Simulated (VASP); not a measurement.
Given:

```
MgS
1.0
    0.00000     2.58050     2.58050
    2.58050     0.00000     2.58050
    2.58050     2.58050     0.00000
Mg S
1 1
Direct
  0.00000   0.00000   0.00000
  0.50000   0.50000   0.50000
```

Level of theory: PBE GGA, VASP's PBE PAW potentials (set 64) (plane waves; VASP 6.6.1). Numerical set-up: 300 eV cut-off, 9×9×9 Γ-centred mesh, Fermi-Dirac smearing of 0.010 eV, potentials Mg S.

Task: Give the energies of bands 2 to 7 at the high-symmetry points, in eV from the valence-band maximum.

Result: 
```json
[
 {"band": "2", "Γ": "0.00", "X": "-4.32", "U": "-3.81", "L": "-4.96", "W": "-3.33"},
 {"band": "3", "Γ": "0.00", "X": "-1.74", "U": "-3.28", "L": "-0.62", "W": "-3.33"},
 {"band": "4", "Γ": "0.00", "X": "-1.74", "U": "-1.41", "L": "-0.62", "W": "-2.42"},
 {"band": "5", "Γ": "3.91", "X": "2.83", "U": "3.95", "L": "4.59", "W": "5.35"},
 {"band": "6", "Γ": "7.95", "X": "4.33", "U": "6.74", "L": "6.95", "W": "8.00"},
 {"band": "7", "Γ": "7.95", "X": "12.25", "U": "9.81", "L": "6.95", "W": "8.00"}
]
```

The gap is indirect, 2.83 eV, from the valence maximum at Γ to the conduction minimum at X.

The structure is a typed MgS crystal (Fm-3m). The cell was not relaxed at this level.
